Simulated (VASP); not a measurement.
**BAs: exact exchange and RPA correlation**

Aim: total energies of BAs from exact exchange and RPA correlation, beside cheaper functionals. The scan starts from a database cell scaled to its smallest volume. The cell is of the zinc-blende type. The start is a cell from a database of measured crystal structures.

Calculated with VASP 6.6.1; RPA correlation on PBE orbitals; plane waves and PAW (As_GW, B_GW), in the first sound run; inputs show where later runs differ.

**1. Set-up**

The structure is cubic, space group F-43m (No. 216). Conventional cell: a = 4.679 Å, b = 4.679 Å, c = 4.679 Å, α = 90.00°, β = 90.00°, γ = 90.00°. As has 4 B at 2.03 Å nearest. Nearest to B lie 4 As at 2.03 Å. Farther neighbours, and contacts between anions beyond the nearest, are not listed.

Coordinates:

```cif
data_structure
_symmetry_space_group_name_H-M 'P 1'
_symmetry_Int_Tables_number 1
_cell_length_a 3.3089
_cell_length_b 3.3089
_cell_length_c 3.3089
_cell_angle_alpha 60.000
_cell_angle_beta 60.000
_cell_angle_gamma 60.000
_cell_volume 25.62
loop_
_atom_site_label
_atom_site_type_symbol
_atom_site_fract_x
_atom_site_fract_y
_atom_site_fract_z
_atom_site_occupancy
As1 As 0.75000 0.75000 0.75000 1
B2 B 0.00000 0.00000 0.00000 1
```

**2. Orbitals, volume ratio 0.94**

RPA gives no stress here, so the energy is scanned over volumes, at one cutoff and mesh. Volumes are given as ratios to a reference cell, and this first cell is that cell scaled to 0.94. Each point starts from PBE orbitals, tightly converged.

Contents of INCAR:

```
SYSTEM = BAs
PREC = Accurate
ENCUT = 440
EDIFF = 1E-08
NELM = 100
ISMEAR = 0
SIGMA = 0.05
LREAL = .FALSE.
ALGO = Normal
GGA = PE
NBANDS = 10
LORBIT = 11
LWAVE = .TRUE.
LCHARG = .FALSE.
KPAR = 8
```

Contents of POSCAR:

```
BAs
1.0
    0.0000000000      2.3397414207      2.3397414207
    2.3397414207      0.0000000000      2.3397414207
    2.3397414207      2.3397414207      0.0000000000
As B
1 1
Direct
    0.7500000000      0.7500000000      0.7500000000
    0.0000000000      0.0000000000      0.0000000000
```

Contents of KPOINTS:

```
Automatic mesh
0
Gamma
6 6 6
0 0 0
```

The projector-augmented-wave data sets are As_GW and B_GW (PBE family, release 64).

Command:

```
> mpirun -np 8 vasp_std
```

The program printed:

```text
[banner, memory and clock lines left out]
running    8 mpi-ranks, on    1 nodes
 distrk:  each k-point on    1 cores,    8 groups
 distr:  one band on    1 cores,    1 groups

 POSCAR found type information on POSCAR AsB
 POSCAR found :  2 types and       2 ions
|                                                                             |
|           W    W    AA    RRRRR   N    N  II  N    N   GGGG   !!!           |
|           W    W   A  A   R    R  NN   N  II  NN   N  G    G  !!!           |
|           W    W  A    A  R    R  N N  N  II  N N  N  G       !!!           |
|           W WW W  AAAAAA  RRRRR   N  N N  II  N  N N  G  GGG   !            |
|           WW  WW  A    A  R   R   N   NN  II  N   NN  G    G                |
|           W    W  A    A  R    R  N    N  II  N    N   GGGG   !!!           |
|                                                                             |
|     For optimal performance we recommend to set                             |
|       NCORE = 2 up to number-of-cores-per-socket                            |
|     NCORE specifies how many cores store one orbital (NPAR=cpu/NCORE).      |
|     This setting can greatly improve the performance of VASP for DFT.       |
|     The default, NCORE=1 might be grossly inefficient on modern             |
|     multi-core architectures or massively parallel machines. Do your        |
|     Unfortunately you need to use the default for GW and RPA                |
|     calculations (for HF NCORE is supported but not extensively tested      |
|     yet).                                                                   |
|                                                                             |

 LDA part: xc-table for (Slater+PW92), standard interpolation
 POSCAR, INCAR and KPOINTS ok, starting setup
 FFT: planning ... GRIDC
 FFT: planning ... GRID_SOFT
 FFT: planning ... GRID
 WAVECAR not read
 entering main loop
       N       E                     dE             d eps       ncg     rms          rms(c)
DAV:   1     0.123289E+02    0.12329E+02   -0.35920E+03   320   0.676E+02
DAV:   2    -0.114337E+02   -0.23763E+02   -0.22287E+02   500   0.120E+02
DAV:   3    -0.121060E+02   -0.67231E+00   -0.67034E+00   384   0.183E+01
DAV:   4    -0.121121E+02   -0.60052E-02   -0.60041E-02   460   0.212E+00
DAV:   5    -0.121121E+02   -0.39591E-04   -0.39589E-04   384   0.139E-01    0.435E+00
DAV:   6    -0.113907E+02    0.72142E+00   -0.20039E+00   496   0.825E+00    0.180E+00
DAV:   7    -0.113159E+02    0.74774E-01   -0.22925E-01   482   0.274E+00    0.751E-01
DAV:   8    -0.113077E+02    0.82480E-02   -0.23255E-02   366   0.994E-01    0.795E-02
DAV:   9    -0.113080E+02   -0.34006E-03   -0.72751E-04   384   0.179E-01    0.455E-02
DAV:  10    -0.113081E+02   -0.15152E-03   -0.24529E-04   364   0.111E-01    0.968E-03
DAV:  11    -0.113081E+02    0.20785E-05   -0.10833E-05   404   0.200E-02    0.437E-03
DAV:  12    -0.113081E+02   -0.27475E-06   -0.24607E-06   366   0.101E-02    0.724E-04
DAV:  13    -0.113081E+02    0.84202E-08   -0.99880E-08   390   0.256E-03
   1 F= -.11308145E+02 E0= -.11308145E+02  d E =-.165287E-18
 writing wavefunctions
```

Elapsed: 2.8 s, on 8 MPI ranks of Intel Xeon Platinum 8259CL at 2.50GHz (Skylake/Cascade Lake), shared host; peak memory 1.1 GiB.

The logs omit lines about the potential files and the build; timing stands in the text.

OUTCAR, selected parts (step 2):

```text
ion  position               nearest neighbor table
   1  0.750  0.750  0.750-   2 2.03   2 2.03   2 2.03   2 2.03
   2  0.000  0.000  0.000-   1 2.03   1 2.03   1 2.03   1 2.03

  LATTYP: Found a face centered cubic cell.
 ALAT       =     4.6794828414

 Subroutine GETGRP returns: Found 24 space group operations
 (whereof 24 operations were pure point group operations)

The static configuration has the point symmetry T_d .

 Found     16 irreducible k-points:

   k-points           NKPTS =     16   k-points in BZ     NKDIM =     16   number of bands    NBANDS=     10

   dimension x,y,z NGX =    24 NGY =   24 NGZ =   24
   dimension x,y,z NGXF=    48 NGYF=   48 NGZF=   48

   ENCUT  =  440.0 eV  32.34 Ry    5.69 a.u.   5.66  5.66  5.66*2*pi/ulx,y,z

   NELECT =       8.0000    total number of electrons

 k-points in reciprocal lattice and weights: Automatic mesh
   0.00000000  0.00000000  0.00000000       0.005
   0.16666667  0.00000000  0.00000000       0.037
   0.33333333  0.00000000  0.00000000       0.037
   0.50000000  0.00000000  0.00000000       0.019
   0.16666667  0.16666667  0.00000000       0.028
   0.33333333  0.16666667  0.00000000       0.111
   0.50000000  0.16666667  0.00000000       0.111
  -0.33333333  0.16666667  0.00000000       0.111
  -0.16666667  0.16666667  0.00000000       0.056
[...]
-0.33333333  0.33333333  0.16666667       0.111
  -0.33333333  0.50000000  0.16666667       0.056

 average (electrostatic) potential at core
       1 -48.1015       2 -25.9812

 E-fermi :   7.1735

 k-point     1 :       0.0000    0.0000    0.0000
  band No.  band energies     occupation
      1      -9.1147      2.00000
      2       6.8760      2.00000
      3       6.8760      2.00000
      4       6.8760      2.00000
      5      10.2235      0.00000
      6      10.2235      0.00000
      7      10.2235      0.00000
      8      12.3314      0.00000
      9      16.7528      0.00000
    ...

 k-point     2 :       0.1667    0.0000    0.0000
  band No.  band energies     occupation
      1      -8.6349      2.00000
      2       3.8065      2.00000
      3       6.1464      2.00000
      4       6.1464      2.00000
      5      10.4429      0.00000
      6      11.1639      0.00000
      7      11.1639      0.00000
      8      14.0716      0.00000
      9      18.2491      0.00000
    ...

 k-point     3 :       0.3333    0.0000    0.0000
  band No.  band energies     occupation
      1      -7.2819      2.00000
      2      -0.1766      2.00000
      3       5.2653      2.00000
      4       5.2653      2.00000
      5      10.0764      0.00000
      6      11.8064      0.00000
      7      11.8064      0.00000
      8      15.8059      0.00000
      9      18.7892      0.00000
    ...

  Total        2.1723393      2.1723393      2.1723393      0.0000000      0.0000000     -0.0000000
  in kB      135.8640809    135.8640809    135.8640809      0.0000000      0.0000000     -0.0000000
  external PRESSURE =     135.8640809 kB  Pullay stress =       0.0000000 kB

  energy-cutoff  :      440.00
  volume of cell :       25.62
      direct lattice vectors                 reciprocal lattice vectors
     0.000000000  2.339741421  2.339741421    -0.213698828  0.213698828  0.213698828
     2.339741421  0.000000000  2.339741421     0.213698828 -0.213698828  0.213698828
     2.339741421  2.339741421  0.000000000     0.213698828  0.213698828 -0.213698828

 POSITION                                       TOTAL-FORCE (eV/Angst)
 -----------------------------------------------------------------------------------
      3.50961      3.50961      3.50961         0.000000      0.000000      0.000000
      0.00000      0.00000      0.00000        -0.000000     -0.000000     -0.000000
 -----------------------------------------------------------------------------------
    total drift:                               -0.000000     -0.000000     -0.000000

  FREE ENERGIE OF THE ION-ELECTRON SYSTEM (eV)
  ---------------------------------------------------
  free  energy   TOTEN  =       -11.3081447812 eV

  energy  without entropy=      -11.3081447812  energy(sigma->0) =      -11.30814478

 total charge
# of ion       s       p       d       tot
------------------------------------------
    1        1.147   1.678   0.101   2.925
    2        0.639   1.183   0.000   1.822
--------------------------------------------------
tot          1.786   2.861   0.101   4.748

[... 3 further parts left out ...]
```

The gap is read on the k-mesh alone, so it is an upper bound where the band edges lie off the mesh.

A gap read on the k-mesh alone can miss the band edges.

Read from the output:

| Quantity | Value |
| --- | --- |
| free energy (TOTEN) | -11.31 eV |
| Fermi energy | 7.173 eV |
| pressure | 13.59 GPa |
| gap on the k-mesh | 1.213 eV |
| least direct gap on the k-mesh | 3.347 eV |

**3. Exact exchange, volume ratio 0.94**

This step: Hartree-Fock energy on PBE orbitals; plane waves and PAW (As_GW, B_GW) (VASP 6.6.1).

The Hartree-Fock energy is evaluated once on these orbitals (ALGO = Eigenval, NELM = 1), without letting them relax. It uses the mesh of the correlation step, since the long-wavelength errors of the two partly cancel, and the total energy is their sum.

Contents of INCAR:

```
SYSTEM = BAs
PREC = Accurate
ENCUT = 440
ISMEAR = 0
SIGMA = 0.05
LREAL = .FALSE.
GGA = PE
NBANDS = 10
ALGO = Eigenval
NELM = 1
LHFCALC = .TRUE.
AEXX = 1
ALDAC = 0
AGGAC = 0
PRECFOCK = Normal
LWAVE = .FALSE.
LCHARG = .FALSE.
```

POSCAR is that of step 2.

KPOINTS is that of step 2.

The run starts from files that an earlier step left in the folder.

Command:

```
> mpirun -np 8 vasp_std
```

The program printed:

```text
[banner, memory and clock lines left out]
running    8 mpi-ranks, on    1 nodes
 distrk:  each k-point on    8 cores,    1 groups
 distr:  one band on    1 cores,    8 groups

 POSCAR found type information on POSCAR AsB
 POSCAR found :  2 types and       2 ions
 [... a notice as in an earlier step ...]

 LDA part: xc-table for (Slater+PW92), standard interpolation
|                                                                             |
|           W    W    AA    RRRRR   N    N  II  N    N   GGGG   !!!           |
|           W    W   A  A   R    R  NN   N  II  NN   N  G    G  !!!           |
|           W    W  A    A  R    R  N N  N  II  N N  N  G       !!!           |
|           W WW W  AAAAAA  RRRRR   N  N N  II  N  N N  G  GGG   !            |
|           WW  WW  A    A  R   R   N   NN  II  N   NN  G    G                |
|           W    W  A    A  R    R  N    N  II  N    N   GGGG   !!!           |
|                                                                             |
|     The number of bands has been changed from the values supplied in        |
|     The orbitals not found in the WAVECAR file will be initialized with     |
|     random numbers, which is usually adequate. For correlated               |
|     calculations, however, you should redo the groundstate calculation.     |
|     I found NBANDS = 10. Now, NBANDS = 16.                                  |
|                                                                             |

 found WAVECAR, reading the header
  number of bands has changed, file:    10 present:    16
  trying to continue reading WAVECAR, but it might fail
 POSCAR, INCAR and KPOINTS ok, starting setup
 FFT: planning ... GRIDC
 FFT: planning ... GRID_SOFT
 FFT: planning ... GRID
 reading WAVECAR
 random initialization beyond band           10
 the WAVECAR file was read successfully
 initial charge from wavefunction
 entering main loop
       N       E                     dE             d eps       ncg     rms          rms(c)
EIG:   1    -0.189412E+02   -0.18941E+02    0.00000E+00     0   0.000E+00
   1 F= -.18941159E+02 E0= -.18941159E+02  d E =-.190205E-18
```

Wall time 26 s (8 MPI ranks); peak memory 0.89 GiB; 2.7 min of CPU time.

From OUTCAR (step 3):

```text
The static configuration has the point symmetry T_d .

 Found     16 irreducible k-points:

   k-points           NKPTS =     16   k-points in BZ     NKDIM =    216   number of bands    NBANDS=     16

   NELECT =       8.0000    total number of electrons

  exchange ACFDT corr.  =         0.00000000  see jH, gK, PRB 81, 115126

 E-fermi :   7.1729

 k-point     1 :       0.0000    0.0000    0.0000
  band No.  band energies     occupation
      1     -17.2128      2.00000
      2       5.4453      2.00000
      3       5.4453      2.00000
      4       5.4453      2.00000
      5      14.8690      0.00000
      6      14.8690      0.00000
      7      14.8690      0.00000
      8      18.5621      0.00000
      9      22.7375      0.00000
    ...

 k-point     2 :       0.1667    0.0000    0.0000
  band No.  band energies     occupation
      1     -16.5460      2.00000
      2       1.2297      2.00000
      3       4.4946      2.00000
      4       4.4946      2.00000
      5      15.3689      0.00000
      6      16.1387      0.00000
      7      16.1387      0.00000
      8      20.5378      0.00000
      9      24.5735      0.00000
    ...

 POSITION                                       TOTAL-FORCE (eV/Angst)
 -----------------------------------------------------------------------------------
      3.50961      3.50961      3.50961        -0.000000      0.000000      0.000000
      0.00000      0.00000      0.00000         0.000000     -0.000000     -0.000000
 -----------------------------------------------------------------------------------
    total drift:                               -0.000000     -0.000000     -0.000000

  FREE ENERGIE OF THE ION-ELECTRON SYSTEM (eV)
  ---------------------------------------------------
  free  energy   TOTEN  =       -18.9411593877 eV

  energy  without entropy=      -18.9411593877  energy(sigma->0) =      -18.94115939

[... 7 parts as in an earlier step ...]

[... 5 further parts left out ...]
```

This step gave:

* free energy (TOTEN): -18.94 eV

The Hartree-Fock energy on these orbitals is -9.4706 eV an atom.

**4. Empty bands, volume ratio 0.94**

This step: PBE; plane waves and PAW (As_GW, B_GW) (VASP 6.6.1).

ALGO = Exact makes the empty bands from the converged ground state in one step. LOPTICS writes the k-derivatives of the orbitals (WAVEDER), which give the long-wavelength limit of the screening.

Contents of INCAR:

```
SYSTEM = BAs
PREC = Accurate
ENCUT = 440
ISMEAR = 0
SIGMA = 0.05
LREAL = .FALSE.
GGA = PE
NBANDS = 544
ALGO = Exact
NELM = 1
LWAVE = .TRUE.
LCHARG = .FALSE.
LOPTICS = .TRUE.
NEDOS = 1000
CSHIFT = 0.1
```

POSCAR is that of step 3.

KPOINTS is that of step 3.

Command:

```
> mpirun -np 8 vasp_std
```

The program printed:

```text
[banner, memory and clock lines left out]
running    8 mpi-ranks, on    1 nodes
 distrk:  each k-point on    8 cores,    1 groups
 distr:  one band on    1 cores,    8 groups

 POSCAR found type information on POSCAR AsB
 POSCAR found :  2 types and       2 ions
 [... a notice as in an earlier step ...]

 LDA part: xc-table for (Slater+PW92), standard interpolation
 found WAVECAR, reading the header
  number of bands has changed, file:    10 present:   544
  trying to continue reading WAVECAR, but it might fail
 POSCAR, INCAR and KPOINTS ok, starting setup
 FFT: planning ... GRIDC
 FFT: planning ... GRID_SOFT
 FFT: planning ... GRID
 reading WAVECAR
 random initialization beyond band           10
 the WAVECAR file was read successfully
 initial charge from wavefunction
 entering main loop
       N       E                     dE             d eps       ncg     rms          rms(c)
DIA:   1    -0.113081E+02   -0.11308E+02    0.00000E+00     0   0.000E+00
   1 F= -.11308145E+02 E0= -.11308145E+02  d E =-.136717E-41
 writing wavefunctions
 optical routines
 imaginary and real dielectric function
 recalculating local potential from charge density
 direction            1
 direction            2
 direction            3
```

The job ended after 5.6 s (8 MPI ranks; peak memory 0.97 GiB).

Parts of OUTCAR (step 4):

```text
The static configuration has the point symmetry T_d .

 Found     16 irreducible k-points:

   k-points           NKPTS =     16   k-points in BZ     NKDIM =     16   number of bands    NBANDS=    544

   NELECT =       8.0000    total number of electrons

 E-fermi :   7.3465

 k-point     1 :       0.0000    0.0000    0.0000
  band No.  band energies     occupation
      1      -9.1148      2.00000
      2       6.8760      2.00000
      3       6.8760      2.00000
      4       6.8760      2.00000
      5      10.2235      0.00000
      6      10.2235      0.00000
      7      10.2235      0.00000
      8      12.3314      0.00000
      9      16.7528      0.00000
    ...

 k-point     2 :       0.1667    0.0000    0.0000
  band No.  band energies     occupation
      1      -8.6349      2.00000
      2       3.8065      2.00000
      3       6.1464      2.00000
      4       6.1464      2.00000
      5      10.4429      0.00000
      6      11.1638      0.00000
      7      11.1638      0.00000
      8      14.0716      0.00000
      9      18.2485      0.00000
    ...

  Total        2.1730326      2.1730326      2.1730326     -0.0000000      0.0000000     -0.0000000
  in kB      135.9074420    135.9074420    135.9074420     -0.0000000      0.0000000     -0.0000000
  external PRESSURE =     135.9074420 kB  Pullay stress =       0.0000000 kB

  FREE ENERGIE OF THE ION-ELECTRON SYSTEM (eV)
  ---------------------------------------------------
  free  energy   TOTEN  =       -11.3081449065 eV

  energy  without entropy=      -11.3081449065  energy(sigma->0) =      -11.30814491

 plasma frequency squared (from intraband transitions) (eV^2)
  --------------------------------------------------------------------------------------
       0.000      -0.000       0.000
       0.000       0.000       0.000
      -0.000       0.000       0.000

[... 9 parts as in an earlier step ...]

[... 4 further parts left out ...]
```

WAVECAR now holds 544 bands for 8 electrons.

[end of part 1 of 6]

[Long decimals in the printed logs are rounded to 6 places.]

[Lines on the potential files, build, host, timing and source positions are cut from VASP's logs without a mark.]

[Logs are printed without paths, hosts, clocks, repeated set-up lines and the standing remarks that a program may print on its own settings, such as how far it seeks lower states.]

[Hosts, paths, dates, database ids (printed as entryN), source tags and the programs' standing remarks are cut or masked in the printed files.]

[Measured values are set beside computed ones only where the two were judged alike; some that the calculation misses by far are left out.]

[Pressures printed for these runs are not shown converged in the cutoff: they can be off by several GPa and have the wrong sign.]
